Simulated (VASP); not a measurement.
TePb (scan):

```
Te Pb
1.0
     0.00000    3.23100    3.23100
     3.23100    0.00000    3.23100
     3.23100    3.23100    0.00000
Te Pb
1 1
Direct
  0.50000 0.50000 0.50000
  0.00000 0.00000 0.00000
```

```yaml
Program: VASP 6.6.1
Task: relaxation of cell and atoms
Functional: r2SCAN
Potentials_or_basis: VASP PAW PBE potentials, release 64 (Te, Pb_d)
Cutoff: 600 eV
k_mesh: 8 × 8 × 8
Occupations: gaussian, width 0.02 eV
Spin: no spin polarisation
```

At the start: pressure 1.5 GPa; volume 33.73 Å³/atom.

Where does the relaxation end?

Over 3 steps the energy falls by 5.4 meV/atom and the volume is 34.89 Å³/atom (+3.4 %); space group Fm-3m (No. 225, to 0.05 Å).

The path:
```tsv
step	energy change (eV)	largest force (eV/Å)	pressure (GPa)	volume (Å³)
1	0.0000	0.0000	1.55	67.46
2	-0.0094	0.0000	-0.53	70.69
3	-0.0109	0.0000	0.01	69.78
```

Final structure:
```
Te Pb
1.0
     0.00000    3.26764    3.26764
     3.26764    0.00000    3.26764
     3.26764    3.26764    0.00000
Te Pb
1 1
Cartesian
  3.2676 3.2676 3.2676
  0.0000 0.0000 0.0000
```

Caveat: the PAW data sets were made with another functional, which shifts forces and pressure a little.
